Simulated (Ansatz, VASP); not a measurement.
**ZrSnSe3 in VASP and in Ansatz**

```
Zr Sn Se
1.0
     5.22631    0.00000    0.00000
     0.00000    5.22631    0.00000
     0.00000    0.00000    5.22631
Zr Sn Se
1 1 3
Direct
  0.00000 0.00000 0.00000
  0.50000 0.50000 0.50000
  0.50000 0.00000 0.00000
  0.00000 0.50000 0.00000
  0.00000 0.00000 0.50000
```

Alike in both runs: functional PBE; k mesh 4 × 4 × 4; occupations gaussian, width 0.1 eV; no spin polarisation.

Ansatz relaxed the structure, and its values are those at the end. VASP's run is a single point on that final structure, the one shown.

```csv
,VASP,Ansatz
version,VASP 6.6.1,Ansatz 0.2.0
potentials or method,"VASP PAW PBE potentials, release 64 (Zr_sv, Sn_d, Se)","scalar-relativistic, plane waves, PAW"
plane-wave cutoff (eV),520,420
valence electrons in the cell,44,74
```

|  | VASP | Ansatz | Ansatz less VASP |
| --- | --- | --- | --- |
| gap on the k mesh at the Fermi level (eV) | 0.04 | 0.04 | +0.001 |
| least direct gap on the mesh (eV) | 0.24 | 0.24 | +0.002 |
| pressure (GPa) | -0.1 | -0.2 | -0.04 |

The functional is the same, so the differences come from potentials, cutoffs and numerics. The two sets of potentials don't hold the same shells in valence.

Caveats: spin-orbit coupling is left out, which moves the levels of the heavy elements.
